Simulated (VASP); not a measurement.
# CsLiCr2Te2S3 (R32) in VASP: settings compared, part 2 of 2

VASP 6.6.1. The steps go on from the part before.

## Step 3: Band structure, r2SCAN, collinear spin, ferromagnetic start

This run uses another cell than the first one, of 28.33 Å³/atom, 0.971 times its volume.

Contents of INCAR:

```
ALGO = Normal
EDIFF = 1E-7
ENCUT = 520
ISIF = 2
ISMEAR = -1
ISPIN = 2
KPAR = 4
LASPH = T
LCHARG = F
LMAXMIX = 4
LMIXTAU = T
LORBIT = 11
LREAL = F
LWAVE = F
MAGMOM = 0 0 3 3 0 0 0 0 0
METAGGA = R2SCAN
NBANDS = 47
NELM = 100
PREC = Accurate
SIGMA = 0.05
```

Contents of KPOINTS:

```
k-points
0
Gamma
  5 5 5
```

Contents of POSCAR:

```
CsLiCr2Te2S3                            
1.0
    3.3320726704      1.9237701908      6.6301849183
   -3.3320726704      1.9237701908      6.6301849183
   -0.0000000000     -3.8475500560      6.6301848166
  Cs              Li              Cr              Te              S             
     1     1     2     2     3
Direct
     0.0000000000000000    0.0000000000000000    1.0000000000000000
     0.5000000000000000    0.5000000000000000    0.5000000000000000
     0.7974782574885023    0.7974782574885023    0.7974782574880812
     0.2025217425114979    0.2025217425114979    0.2025217425119190
     0.6732744220889456    0.6732744220889456    0.6732744221102512
     0.3267255779110543    0.3267255779110543    0.3267255778897486
     0.1385835370589525    0.8614164629410475    0.5000000000000000
     0.4999999999935681    0.1385835370525206    0.8614164629389395
     0.8614164629474794    0.5000000000064320    0.1385835370610604
```

Contents of KPOINTS_OPT:

```
path GLB1,BZGX,QFP1Z,LP
20
line-mode
reciprocal
 0.0000000000  0.0000000000  0.0000000000  G
 0.5000000000  0.0000000000  0.0000000000  L

 0.5000000000  0.0000000000  0.0000000000  L
 0.5000000000  0.2183944418 -0.2183944418  B1

 0.7816055582  0.5000000000  0.2183944418  B
 0.5000000000  0.5000000000  0.5000000000  Z

 0.5000000000  0.5000000000  0.5000000000  Z
 0.0000000000  0.0000000000  0.0000000000  G

 0.0000000000  0.0000000000  0.0000000000  G
 0.3591972209  0.0000000000 -0.3591972209  X

 0.6408027791  0.3591972209  0.0000000000  Q
 0.5000000000  0.5000000000  0.0000000000  F

 0.5000000000  0.5000000000  0.0000000000  F
 0.6408027791  0.6408027791  0.2183944418  P1

 0.6408027791  0.6408027791  0.2183944418  P1
 0.5000000000  0.5000000000  0.5000000000  Z

 0.5000000000  0.0000000000  0.0000000000  L
 0.7816055582  0.3591972209  0.3591972209  P
```

Potentials or basis: VASP PAW PBE potentials, release 64 (Cs_sv, Li_sv, Cr_pv, Te, S).

Started as:

```sh
cat potpaw_PBE.64/Cs_sv/POTCAR potpaw_PBE.64/Li_sv/POTCAR potpaw_PBE.64/Cr_pv/POTCAR potpaw_PBE.64/Te/POTCAR potpaw_PBE.64/S/POTCAR > POTCAR
mpirun -np 4 vasp_std > vasp.out
```

OUTCAR:

```text
EDIFF = 1E-7
   ENCUT = 520
   ISIF = 2
   ISMEAR = -1
   ISPIN = 2
   LASPH = T
   LORBIT = 11
   LREAL = F
   METAGGA = R2SCAN
   NELM = 100
   PREC = Accurate

 ion  position               nearest neighbor table
   1  0.000  0.000  0.000-
   2  0.500  0.500  0.500-   7 2.41   8 2.41   9 2.41
   3  0.797  0.797  0.797-   7 2.25   8 2.25   9 2.25   5 2.47
   4  0.203  0.203  0.203-   7 2.25   9 2.25   8 2.25   6 2.47
   5  0.673  0.673  0.673-   3 2.47
   6  0.327  0.327  0.327-   4 2.47
   7  0.139  0.861  0.500-   3 2.25   4 2.25   2 2.41
   8  0.500  0.139  0.861-   3 2.25   4 2.25   2 2.41
   9  0.861  0.500  0.139-   4 2.25   3 2.25   2 2.41

  LATTYP: Found a trigonal (rhomboedric) cell.
[... 2069 lines left out ...]
      0.00000     -0.00000      6.49875        -0.000000      0.000000     -0.006732
     -2.40853     -0.00000      9.94528        -0.007886     -0.000000      0.000000
      1.20427     -2.08585      9.94528         0.003943     -0.006829     -0.000000
      1.20427      2.08585      9.94528         0.003943      0.006829      0.000000
 -----------------------------------------------------------------------------------
    total drift:                                0.000017      0.000000      0.000000

  FREE ENERGIE OF THE ION-ELECTRON SYSTEM (eV)
  ---------------------------------------------------
  free  energy   TOTEN  =      -139.1534109019 eV

  energy  without entropy=     -139.1343118312  energy(sigma->0) =     -139.14386137

 total charge

# of ion       s       p       d       tot
------------------------------------------
    1        1.851   4.711   0.036   6.597
    2        2.012   0.014   0.000   2.026
    3        0.540   6.281   4.101  10.922
    4        0.540   6.281   4.101  10.922
    5        1.387   2.015   0.019   3.422
    6        1.387   2.015   0.019   3.422
    7        1.320   2.446   0.000   3.766
    8        1.320   2.446   0.000   3.766
    9        1.320   2.446   0.000   3.766
--------------------------------------------------
tot         11.676  28.657   8.276  48.609

 magnetization (x)

# of ion       s       p       d       tot
------------------------------------------
    1       -0.001  -0.011  -0.003  -0.015
    2        0.001   0.001   0.000   0.002
    3        0.107   0.031   2.679   2.817
    4        0.107   0.031   2.679   2.817
    5       -0.018  -0.414   0.004  -0.427
    6       -0.018  -0.414   0.004  -0.427
    7       -0.007  -0.133   0.000  -0.140
    8       -0.007  -0.133   0.000  -0.140
    9       -0.007  -0.133   0.000  -0.140
--------------------------------------------------
tot          0.159  -1.177   5.363   4.345
```

OSZICAR:

```text
N       E                     dE             d eps       ncg     rms          rms(c)
DAV:   1     0.460214462779E+03    0.46021E+03   -0.30797E+04  3908   0.129E+03
DAV:   2    -0.956883799132E+02   -0.55590E+03   -0.53133E+03  3974   0.313E+02
DAV:   3    -0.154981101415E+03   -0.59293E+02   -0.57829E+02  5044   0.100E+02
DAV:   4    -0.157696969017E+03   -0.27159E+01   -0.27003E+01  5449   0.189E+01
DAV:   5    -0.157934966925E+03   -0.23800E+00   -0.23790E+00  5951   0.358E+00    0.266E+01
DAV:   6    -0.168470880327E+03   -0.10536E+02   -0.10842E+02  4459   0.686E+01    0.171E+02
DAV:   7    -0.149030720616E+03    0.19440E+02   -0.32228E+01  4361   0.362E+01    0.326E+01
DAV:   8    -0.142170890480E+03    0.68598E+01   -0.25642E+01  4829   0.372E+01    0.128E+01
DAV:   9    -0.138518265271E+03    0.36526E+01   -0.58049E+00  4094   0.119E+01    0.548E+00
DAV:  10    -0.138957820603E+03   -0.43956E+00   -0.12754E+00  4224   0.558E+00    0.363E+00
[... 107 further cycles ...]
DAV:   1     0.112784589161E+05   -0.13188E+05     1860
DAV:   2     0.639237021983E+04   -0.48861E+04     1956
DAV:   3     0.592115285292E+04   -0.47122E+03     2215
DAV:   4     0.590118681788E+04   -0.19966E+02     2576
DAV:   5     0.589951097333E+04   -0.16758E+01     2713
DAV:   6     0.589949646475E+04   -0.14509E-01     2145
DAV:   7     0.589949589183E+04   -0.57292E-03     2530
DAV:   8     0.589949588069E+04   -0.11133E-04     2444
DAV:   9     0.589949588021E+04   -0.48047E-06     2250
DAV:  10     0.589949588020E+04   -0.13264E-07     1459
```

Run time: 49 min. Hardware: 4 MPI ranks of Intel Xeon 6975P-C (Granite Rapids), shared host; peak memory 1.1 GiB.

What came out:

```
Free energy                                           : -139.1534 eV
Largest force                                         : 0.018 eV/Å
Band gap along the path                               : none (metal or under the smearing width)
Net moment                                            : 4.00 μB per cell
Site moments                                          : Cs -0.01; Li +0.00; Cr +2.82; Te -0.43; S -0.14 μB
Valence electrons inside the program's atomic spheres : Cs 6.60; Li 2.03; Cr 10.92; Te 3.42; S 3.77
```

Forces in eV/Å, atoms in the order of the input:
```
Cs   0.000  0.000  0.000
Li   0.000  0.000  0.000
Cr   0.000  0.000 -0.018
Cr   0.000  0.000  0.018
Te   0.000  0.000  0.007
Te   0.000  0.000 -0.007
S   -0.008  0.000  0.000
S    0.004 -0.007  0.000
S    0.004  0.007  0.000
```

Levels at the corners of the path, in eV from the Fermi level:
Spin up:
| point | band 33 | band 34 | band 35 | band 36 | band 37 | band 38 |
| --- | --- | --- | --- | --- | --- | --- |
| Γ | -0.49 | -0.34 | -0.34 | 0.17 | 0.47 | 0.47 |
| L | -0.53 | -0.45 | -0.16 | 0.36 | 0.85 | 0.89 |
| L | -0.53 | -0.45 | -0.16 | 0.36 | 0.85 | 0.89 |
| B1 | -0.73 | -0.47 | -0.17 | 0.34 | 0.36 | 0.86 |
| B | -0.73 | -0.47 | -0.17 | 0.34 | 0.36 | 0.86 |
| Z | -1.17 | -0.45 | -0.44 | -0.44 | 1.02 | 1.02 |
| Z | -1.17 | -0.45 | -0.44 | -0.44 | 1.02 | 1.02 |
| Γ | -0.49 | -0.34 | -0.34 | 0.17 | 0.47 | 0.47 |
| Γ | -0.49 | -0.34 | -0.34 | 0.17 | 0.47 | 0.47 |
| X | -0.65 | -0.48 | -0.11 | 0.26 | 0.43 | 0.81 |
| Q | -0.65 | -0.48 | -0.11 | 0.26 | 0.43 | 0.81 |
| F | -0.59 | -0.53 | 0.05 | 0.11 | 0.36 | 0.41 |
| F | -0.59 | -0.53 | 0.05 | 0.11 | 0.36 | 0.41 |
| P1 | -0.63 | -0.50 | -0.24 | 0.30 | 0.45 | 0.64 |
| P1 | -0.63 | -0.50 | -0.24 | 0.30 | 0.45 | 0.64 |
| Z | -1.17 | -0.45 | -0.44 | -0.44 | 1.02 | 1.02 |
| L | -0.53 | -0.45 | -0.16 | 0.36 | 0.85 | 0.89 |
| P | -0.63 | -0.50 | -0.24 | 0.30 | 0.45 | 0.64 |
Spin down:
```tsv
point	band 27	band 28	band 29	band 30	band 31	band 32	band 33	band 34	band 35	band 36
Γ	-2.04	-1.96	-1.66	-0.26	-0.26	1.47	1.47	1.66	1.92	1.92
L	-1.96	-1.73	-1.53	-0.98	-0.68	1.62	1.82	2.07	2.34	2.35
L	-1.96	-1.73	-1.53	-0.98	-0.68	1.62	1.82	2.07	2.34	2.35
B1	-2.22	-1.83	-1.51	-0.95	-0.30	1.65	1.84	1.91	2.18	2.37
B	-2.22	-1.83	-1.51	-0.95	-0.30	1.65	1.84	1.91	2.18	2.37
Z	-1.95	-1.73	-1.73	-0.67	-0.67	1.48	1.48	1.60	1.92	1.92
Z	-1.95	-1.73	-1.73	-0.67	-0.67	1.48	1.48	1.60	1.92	1.92
Γ	-2.04	-1.96	-1.66	-0.26	-0.26	1.47	1.47	1.66	1.92	1.92
Γ	-2.04	-1.96	-1.66	-0.26	-0.26	1.47	1.47	1.66	1.92	1.92
X	-2.05	-1.92	-1.45	-0.98	-0.27	1.70	1.85	1.91	2.22	2.39
Q	-2.05	-1.92	-1.45	-0.98	-0.27	1.70	1.85	1.91	2.22	2.39
F	-2.27	-1.95	-1.67	-0.78	-0.38	1.58	1.68	1.96	2.11	2.26
F	-2.27	-1.95	-1.67	-0.78	-0.38	1.58	1.68	1.96	2.11	2.26
P1	-2.14	-1.87	-1.71	-0.80	-0.50	1.58	1.68	1.95	2.13	2.21
P1	-2.14	-1.87	-1.71	-0.80	-0.50	1.58	1.68	1.95	2.13	2.21
Z	-1.95	-1.73	-1.73	-0.67	-0.67	1.48	1.48	1.60	1.92	1.92
L	-1.96	-1.73	-1.53	-0.98	-0.68	1.62	1.82	2.07	2.34	2.35
P	-2.14	-1.87	-1.71	-0.80	-0.50	1.58	1.68	1.95	2.13	2.21
```

Caveat: the cutoff is under 1.25 times the usual one of these potentials, so pressure, stress and relaxed cells hold a basis-set (Pulay) error; the PAW data sets were made with another functional, which shifts forces and pressure a little; spin-orbit coupling is left out, which moves the levels of the heavy elements; only a ferromagnetic start was run, and an antiferromagnetic order may lie lower in energy.

## Step 4: Band structure, PBE, collinear spin, ferromagnetic start

Contents of POSCAR:

```
CsLiCr2Te2S3
1.0
    3.3192900000      1.9163900000      6.8798200000
   -3.3192900000      1.9163900000      6.8798200000
    0.0000000000     -3.8327900000      6.8798200000
Cs Li Cr Te S
1 1 2 2 3
Direct
    0.0000000000      0.0000000000      0.0000000000
    0.5000000000      0.5000000000      0.5000000000
    0.7984800000      0.7984800000      0.7984800000
    0.2015200000      0.2015200000      0.2015200000
    0.6799000000      0.6799000000      0.6799000000
    0.3201000000      0.3201000000      0.3201000000
    0.1362600000      0.8637400000      0.5000000000
    0.5000000000      0.1362600000      0.8637400000
    0.8637400000      0.5000000000      0.1362600000
```

Contents of INCAR.step1:

```
SYSTEM = CsLiCr2Te2S3
PREC = Accurate ; ENCUT = 520
EDIFF = 1E-6 ; ISMEAR = -1
SIGMA = 0.05 ; LREAL = .FALSE.
LASPH = .TRUE. ; NELM = 100
ALGO = Normal ; ISIF = 2
LWAVE = .FALSE. ; LCHARG = .TRUE.
ISPIN = 2 ; MAGMOM = 0 0 3 3 0 0 0 0 0
LORBIT = 11 ; LMAXMIX = 4
GGA = PE ; NBANDS = 47
KPAR = 4
```

Contents of KPOINTS.step1:

```
Automatic mesh
0
G
  5 5 5
  0 0 0
```

Contents of INCAR.step2:

```
SYSTEM = CsLiCr2Te2S3
PREC = Accurate ; ENCUT = 520
EDIFF = 1E-6 ; ISMEAR = 0
SIGMA = 0.05 ; LREAL = .FALSE.
LASPH = .TRUE. ; NELM = 100
ALGO = Normal ; ISIF = 2
LWAVE = .FALSE. ; LCHARG = .FALSE.
ISPIN = 2 ; MAGMOM = 0 0 3 3 0 0 0 0 0
LORBIT = 11 ; LMAXMIX = 4
GGA = PE ; NBANDS = 47
KPAR = 4 ; ICHARG = 11
```

Contents of KPOINTS.step2:

```
path GLB1,BZGX,QFP1Z,LP
20
line-mode
reciprocal
 0.0000000000  0.0000000000  0.0000000000  G
 0.5000000000  0.0000000000  0.0000000000  L

 0.5000000000  0.0000000000  0.0000000000  L
 0.5000000000  0.2183944418 -0.2183944418  B1

 0.7816055582  0.5000000000  0.2183944418  B
 0.5000000000  0.5000000000  0.5000000000  Z

 0.5000000000  0.5000000000  0.5000000000  Z
 0.0000000000  0.0000000000  0.0000000000  G

 0.0000000000  0.0000000000  0.0000000000  G
 0.3591972209  0.0000000000 -0.3591972209  X

 0.6408027791  0.3591972209  0.0000000000  Q
 0.5000000000  0.5000000000  0.0000000000  F

 0.5000000000  0.5000000000  0.0000000000  F
 0.6408027791  0.6408027791  0.2183944418  P1

 0.6408027791  0.6408027791  0.2183944418  P1
 0.5000000000  0.5000000000  0.5000000000  Z

 0.5000000000  0.0000000000  0.0000000000  L
 0.7816055582  0.3591972209  0.3591972209  P
```

Started as:

```sh
cat potpaw_PBE.64/Cs_sv/POTCAR potpaw_PBE.64/Li_sv/POTCAR potpaw_PBE.64/Cr_pv/POTCAR potpaw_PBE.64/Te/POTCAR potpaw_PBE.64/S/POTCAR > POTCAR
cp INCAR.step1 INCAR
cp KPOINTS.step1 KPOINTS
mpirun -np 4 vasp_std > vasp.out
cp INCAR.step2 INCAR
cp KPOINTS.step2 KPOINTS
mpirun -np 4 vasp_std > vasp.out
```

Run time: 22 min. Hardware: 4 MPI ranks of Intel Xeon 6975P-C (Granite Rapids), shared host; peak memory 3 GiB.

It converged, with:

| Property | Result |
| --- | --- |
| Band gap along the path | none (metal or under the smearing width) |
| Net moment | 4.00 μB per cell |

Levels at the corners of the path, in eV from the Fermi level:
Spin up:
```csv
point,band 32,band 33,band 34,band 35,band 36,band 37,band 38,band 39
Γ,-0.49,-0.49,-0.16,-0.16,0.07,0.34,0.34,1.71
L,-1.08,-0.50,-0.26,-0.18,0.40,0.78,0.78,0.86
L,-1.08,-0.50,-0.26,-0.18,0.40,0.78,0.78,0.86
B1,-0.74,-0.68,-0.44,-0.21,0.33,0.36,0.83,0.96
B,-0.74,-0.68,-0.44,-0.21,0.33,0.36,0.83,0.96
Z,-1.15,-1.15,-0.45,-0.22,-0.22,0.87,0.87,1.13
Z,-1.15,-1.15,-0.45,-0.22,-0.22,0.87,0.87,1.13
Γ,-0.49,-0.49,-0.16,-0.16,0.07,0.34,0.34,1.71
Γ,-0.49,-0.49,-0.16,-0.16,0.07,0.34,0.34,1.71
X,-0.79,-0.60,-0.44,-0.17,0.29,0.41,0.81,1.09
Q,-0.79,-0.60,-0.44,-0.17,0.29,0.41,0.81,1.09
F,-0.84,-0.66,-0.35,-0.03,0.10,0.42,0.42,0.90
F,-0.84,-0.66,-0.35,-0.03,0.10,0.42,0.42,0.90
P1,-0.92,-0.64,-0.33,-0.26,0.29,0.41,0.61,0.93
P1,-0.92,-0.64,-0.33,-0.26,0.29,0.41,0.61,0.93
Z,-1.15,-1.15,-0.45,-0.22,-0.22,0.87,0.87,1.13
L,-1.08,-0.50,-0.26,-0.18,0.40,0.78,0.78,0.86
P,-0.92,-0.64,-0.33,-0.26,0.29,0.41,0.61,0.93
```
Spin down:
```csv
point,band 28,band 29,band 30,band 31,band 32,band 33,band 34,band 35
Γ,-2.03,-1.75,-0.22,-0.22,0.73,0.73,1.06,1.06
L,-1.68,-1.49,-0.90,-0.77,0.81,1.10,1.27,1.59
L,-1.68,-1.49,-0.90,-0.77,0.81,1.10,1.27,1.59
B1,-1.86,-1.40,-0.81,-0.34,0.89,1.03,1.17,1.36
B,-1.86,-1.40,-0.81,-0.34,0.89,1.03,1.17,1.36
Z,-1.66,-1.66,-0.74,-0.74,0.72,0.72,0.87,1.20
Z,-1.66,-1.66,-0.74,-0.74,0.72,0.72,0.87,1.20
Γ,-2.03,-1.75,-0.22,-0.22,0.73,0.73,1.06,1.06
Γ,-2.03,-1.75,-0.22,-0.22,0.73,0.73,1.06,1.06
X,-1.94,-1.35,-0.83,-0.32,0.92,1.07,1.15,1.39
Q,-1.94,-1.35,-0.83,-0.32,0.92,1.07,1.15,1.39
F,-1.94,-1.59,-0.68,-0.31,0.86,0.89,1.06,1.49
F,-1.94,-1.59,-0.68,-0.31,0.86,0.89,1.06,1.49
P1,-1.82,-1.65,-0.70,-0.49,0.85,0.91,1.11,1.40
P1,-1.82,-1.65,-0.70,-0.49,0.85,0.91,1.11,1.40
Z,-1.66,-1.66,-0.74,-0.74,0.72,0.72,0.87,1.20
L,-1.68,-1.49,-0.90,-0.77,0.81,1.10,1.27,1.59
P,-1.82,-1.65,-0.70,-0.49,0.85,0.91,1.11,1.40
```

Caveat: the cutoff is under 1.25 times the usual one of these potentials, so pressure, stress and relaxed cells hold a basis-set (Pulay) error; the log is that of the step along the path at fixed density, whose energy, stress, charges and moments have no meaning; spin-orbit coupling is left out, which moves the levels of the heavy elements; only a ferromagnetic start was run, and an antiferromagnetic order may lie lower in energy.

## Step 5: The runs side by side

```csv
task,level,cell,k mesh,smearing,grid for exact exchange (PRECFOCK),exchange at q = 0,moment (μB),largest force (eV/Å)
density of states,PBE0,"R32, 29.18 Å³/atom",3 × 3 × 3,tetrahedron,Fast,truncated,4.00,0.31
band structure,r2SCAN,"R32, 28.33 Å³/atom",5 × 5 × 5,fermi-dirac 0.05 eV,-,-,4.00,0.02
band structure,PBE,"R32, 29.18 Å³/atom",5 × 5 × 5,fermi-dirac 0.05 eV,-,-,4.00,-
```

Alike in all rows: potentials or basis VASP PAW PBE potentials, release 64 (Cs_sv, Li_sv, Cr_pv, Te, S); spin collinear, ferromagnetic start; cutoff (eV) 520.

Caveats: the cutoff is under 1.25 times the usual one of these potentials, so pressure, stress and relaxed cells hold a basis-set (Pulay) error; spin-orbit coupling is left out, which moves the levels of the heavy elements; only a ferromagnetic start was run, and an antiferromagnetic order may lie lower in energy; the PAW data sets were made with another functional, which shifts forces and pressure a little (some runs); an odd mesh through Γ misses points on the zone boundary, where band edges often lie (some runs).

Total energies depend on the potentials used, so only differences within one code and one set of settings carry meaning.
